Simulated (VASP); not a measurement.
Output of a VASP run:

File OUTCAR:
```
 ion  position               nearest neighbor table
   1  0.000  0.000  0.000-   2 2.72   3 2.72   3 2.72   2 2.72   3 2.72   2 2.72
   2  0.333  0.667  0.259-   1 2.72   1 2.72   1 2.72
   3  0.667  0.333  0.741-   1 2.72   1 2.72   1 2.72
  LATTYP: Found a hexagonal cell.
 ALAT       =     3.4652136832
 C/A-ratio  =     2.0555446050
 Subroutine PRICEL returns:
 Original cell was already a primitive cell.
 Subroutine GETGRP returns: Found 12 space group operations
The static configuration has the point symmetry D_3d.
The dynamic configuration has the point symmetry D_3d.
 Subroutine INISYM returns: Found 12 space group operations
 Subroutine IBZKPT returns following result:
 Found     20 irreducible k-points:

 Following reciprocal coordinates:
            Coordinates               Weight
  0.000000  0.000000  0.000000      1.000000
  0.142857 -0.000000  0.000000      6.000000
  0.285714 -0.000000  0.000000      6.000000
  0.428571  0.000000  0.000000      6.000000
  0.142857  0.142857  0.000000      6.000000
  0.285714  0.142857  0.000000     12.000000
  0.428571  0.142857  0.000000      6.000000
  0.285714  0.285714  0.000000      6.000000
  0.000000  0.000000  0.333333      2.000000
  0.142857 -0.000000  0.333333      6.000000
  0.000000  0.142857  0.333333      6.000000
  0.285714 -0.000000  0.333333      6.000000
  0.000000  0.285714  0.333333      6.000000
  0.428571  0.000000  0.333333      6.000000
  0.000000  0.428571  0.333333      6.000000
  0.142857  0.142857  0.333333     12.000000
  0.285714  0.142857  0.333333     12.000000
 -0.142857  0.428571  0.333333     12.000000
  0.428571  0.142857  0.333333     12.000000
  0.285714  0.285714  0.333333     12.000000
   k-points           NKPTS =     20   k-points in BZ     NKDIM =     20   number of bands    NBANDS=     17
   number of dos      NEDOS =    301   number of ions     NIONS =      3
   total plane-waves  NPLWV =  27648
   dimension x,y,z NGX =    24 NGY =   24 NGZ =   48
   dimension x,y,z NGXF=    48 NGYF=   48 NGZF=   96
   ions per type =               1   2
   PREC   = accura    normal or accurate (medium, high low for compatibility)
   ISTART =      0    job   : 0-new  1-cont  2-samecut
   ICHARG =      2    charge: 1-file 2-atom 10-const
   ISPIN  =      1    spin polarized calculation?
   LNONCOLLINEAR =      F non collinear calculations
   LSORBIT =      F    spin-orbit coupling
   INIWAV =      1    electr: 0-lowe 1-rand  2-diag
   ENCUT  =  400.0 eV  29.40 Ry    5.42 a.u.   5.65  5.65 11.62*2*pi/ulx,y,z
   NELM   =    100;   NELMIN=  2; NELMDL= -5     # of ELM steps
   EDIFF  = 0.1E-05   stopping-criterion for ELM
   LREAL  =      F    real-space projection
   NLSPLINE    = F    spline interpolate recip. space projectors
   LMAXMIX     =    4 max onsite mixed and CHGCAR
   VOSKOWN=      0    Vosko Wilk Nusair interpolation
   EDIFFG = -.2E-01   stopping-criterion for IOM
   NSW    =     60    number of steps for IOM
   NBLOCK =      1;   KBLOCK =     60    inner block; outer block
   IBRION =      2    ionic relax: 0-MD 1-quasi-New 2-CG
   NFREE  =      1    steps in history (QN), initial steepest desc. (CG)
   ISIF   =      3    stress and relaxation
   ISYM   =      2    0-nonsym 1-usesym 2-fastsym
   TEIN   =    0.0    initial temperature
   TEBEG  =    0.0;   TEEND  =   0.0 temperature during run
   SMASS  =  -3.00    Nose mass-parameter (am)
   PSTRESS=    0.0 pullay stress
   NELECT =      26.0000    total number of electrons
   EFERMI =   0.00;   METHOD = LEGACY
   ISMEAR =     0;   SIGMA  =   0.05  broadening in eV -4-tet -1-fermi 0-gaus
   IALGO  =     38    algorithm
   LDIAG  =      T    sub-space diagonalisation (order eigenvalues)
   IMIX   =      4    mixing-type and parameters
     AMIX     =   0.40;   BMIX     =  1.00
     AMIX_MAG =   1.60;   BMIX_MAG =  1.00
     AMIN     =   0.10
   METAGGA = R2SCAN    functional components
   VOSKOWN =     0    Vosko Wilk Nusair interpolation
...
```

**OSZICAR**
```
...
       N       E                     dE             d eps       ncg     rms          rms(c)
DAV:   1    -0.774126948567E+02   -0.17743E+00   -0.66995E+00   689   0.213E+01    0.318E+00
DAV:   2    -0.773474453011E+02    0.65250E-01   -0.32097E+00   713   0.986E+00    0.249E+00
DAV:   3    -0.772356515946E+02    0.11179E+00   -0.65183E-01   704   0.396E+00    0.563E-01
DAV:   4    -0.772359076968E+02   -0.25610E-03   -0.57705E-02   722   0.148E+00    0.281E-01
DAV:   5    -0.772380262001E+02   -0.21185E-02   -0.81518E-03   720   0.552E-01    0.265E-01
DAV:   6    -0.772366049894E+02    0.14212E-02   -0.19731E-03   685   0.301E-01    0.997E-02
DAV:   7    -0.772380175108E+02   -0.14125E-02   -0.30075E-03   682   0.362E-01    0.520E-02
DAV:   8    -0.772381263100E+02   -0.10880E-03   -0.28288E-04   682   0.120E-01    0.216E-02
DAV:   9    -0.772381452207E+02   -0.18911E-04   -0.52108E-05   722   0.449E-02    0.615E-03
DAV:  10    -0.772381467353E+02   -0.15146E-05   -0.12419E-05   710   0.286E-02    0.696E-03
DAV:  11    -0.772381498521E+02   -0.31168E-05   -0.17793E-06   352   0.107E-02    0.495E-03
DAV:  12    -0.772381497914E+02    0.60718E-07   -0.93735E-07   343   0.751E-03
   8 F= -.77238150E+02 E0= -.77236330E+02  d E =-.844786E-02
       N       E                     dE             d eps       ncg     rms          rms(c)
DAV:   1    -0.772478354193E+02   -0.96856E-02   -0.59256E-01   693   0.678E+00    0.113E+00
DAV:   2    -0.772406815043E+02    0.71539E-02   -0.10118E-01   716   0.219E+00    0.382E-01
DAV:   3    -0.772367071331E+02    0.39744E-02   -0.34523E-02   714   0.856E-01    0.262E-01
DAV:   4    -0.772368136845E+02   -0.10655E-03   -0.39305E-03   707   0.462E-01    0.685E-02
DAV:   5    -0.772368066571E+02    0.70274E-05   -0.36830E-04   852   0.159E-01    0.390E-02
DAV:   6    -0.772368371766E+02   -0.30519E-04   -0.16299E-04   686   0.835E-02    0.167E-02
DAV:   7    -0.772368550679E+02   -0.17891E-04   -0.64325E-05   685   0.589E-02    0.847E-03
DAV:   8    -0.772368691934E+02   -0.14126E-04   -0.12579E-05   686   0.246E-02    0.837E-03
DAV:   9    -0.772368579960E+02    0.11197E-04   -0.13219E-05   691   0.271E-02    0.725E-03
DAV:  10    -0.772368715198E+02   -0.13524E-04   -0.14302E-05   683   0.274E-02    0.860E-04
DAV:  11    -0.772368709167E+02    0.60307E-06   -0.38873E-07   343   0.461E-03
   9 F= -.77236871E+02 E0= -.77235045E+02  d E =0.127887E-02
       N       E                     dE             d eps       ncg     rms          rms(c)
DAV:   1    -0.772434971646E+02   -0.66256E-02   -0.26303E-01   693   0.453E+00    0.733E-01
DAV:   2    -0.772405195837E+02    0.29776E-02   -0.47687E-02   716   0.149E+00    0.266E-01
DAV:   3    -0.772385699788E+02    0.19496E-02   -0.15912E-02   714   0.578E-01    0.173E-01
DAV:   4    -0.772386196324E+02   -0.49654E-04   -0.17585E-03   707   0.311E-01    0.467E-02
DAV:   5    -0.772385780116E+02    0.41621E-04   -0.16737E-04   843   0.105E-01    0.237E-02
DAV:   6    -0.772385670430E+02    0.10969E-04   -0.77231E-05   687   0.574E-02    0.108E-02
DAV:   7    -0.772385648466E+02    0.21965E-05   -0.32724E-05   685   0.409E-02    0.572E-03
DAV:   8    -0.772385681894E+02   -0.33428E-05   -0.69517E-06   673   0.182E-02    0.547E-03
DAV:   9    -0.772385628114E+02    0.53780E-05   -0.66930E-06   679   0.190E-02    0.461E-03
DAV:  10    -0.772385668828E+02   -0.40714E-05   -0.62114E-06   671   0.179E-02    0.614E-04
DAV:  11    -0.772385675254E+02   -0.64256E-06   -0.17852E-07   341   0.314E-03
  10 F= -.77238568E+02 E0= -.77236745E+02  d E =-.417734E-03
```

### OUTCAR
```
------------------------ aborting loop because EDIFF is reached ----------------------------------------
  FORCE on cell =-STRESS in cart. coord.  units (eV):
  Direction    XX          YY          ZZ          XY          YZ          ZX
  --------------------------------------------------------------------------------------
  Total       -0.0101550     -0.0101550      0.0249299      0.0000000      0.0000000      0.0000000
  in kB       -0.2035454     -0.2035454      0.4996912      0.0000000      0.0000000      0.0000000
  external PRESSURE =       0.0308668 kB  Pullay stress =       0.0000000 kB
  volume of cell :       79.93
      direct lattice vectors                 reciprocal lattice vectors
     3.536139925 -0.000000000 -0.000000000     0.282794239  0.163271322  0.000000000
    -1.768069962  3.062387157  0.000000000     0.000000000  0.326542644  0.000000000
    -0.000000000 -0.000000000  7.381409908     0.000000000  0.000000000  0.135475473
 POSITION                                       TOTAL-FORCE (eV/Angst)
 -----------------------------------------------------------------------------------
      3.53614     -0.00000     -0.00000         0.000000     -0.000000      0.000000
     -0.00000      2.04159      1.82714        -0.000000     -0.000000      0.007383
      1.76807      1.02079      5.55427         0.000000      0.000000     -0.007383
 -----------------------------------------------------------------------------------
    total drift:                                0.000000      0.000000     -0.000000
  FREE ENERGIE OF THE ION-ELECTRON SYSTEM (eV)
  ---------------------------------------------------
  free  energy   TOTEN  =       -77.2385675254 eV

  energy  without entropy=      -77.2349233067  energy(sigma->0) =      -77.23674542

 reached required accuracy - stopping structural energy minimisation
```
(Selected blocks of OUTCAR.)

File POSCAR:
```
Te2Mo
1
    3.4652136832    -0.0000000000     0.0000000000
   -1.7326068416     3.0009632209    -0.0000000000
    0.0000000000     0.0000000000     7.1229012917
Mo Te
1 2
Direct
  0.0000000000   0.0000000000   0.0000000000
  0.3333330000   0.6666670000   0.2588518667
  0.6666670000   0.3333330000   0.7411481333
```

Write an INCAR and KPOINTS that could have produced this output.

Several could match; the one computed here: the input of the run itself, r2SCAN meta-GGA, plane waves, VASP's PBE PAW potentials (set 64).

### INCAR
```
! general
SYSTEM   =  Te2Mo
PREC     =  Accurate
ENCUT    =  400
LREAL    =  .FALSE.
LASPH    =  .TRUE.

! electronic loop
EDIFF    =  1E-6
NELM     =  100
ALGO     =  Normal
LMAXMIX  =  4
LMIXTAU  =  .TRUE.

! smearing
ISMEAR   =  0
SIGMA    =  0.05

! functional
METAGGA  =  R2SCAN

! ions
IBRION   =  2
NSW      =  60
ISIF     =  3
EDIFFG   =  -0.02

! output
LWAVE    =  .FALSE.
LCHARG   =  .FALSE.
```

**KPOINTS**
```
Automatic mesh
0
gamma
 7 7 3
0 0 0
```

POTCAR, in this order: Mo_sv Te (PBE.64 set). Program: vasp_std.

Energy and stress use the plane-wave basis of the starting cell.

The structure was generated: Te2Mo was put into the CdI2 type (P-3m1), which need not be its known phase. This run relaxes it. Symmetry was kept, so distortions that lower it aren't found. The start is the result of an earlier pass.
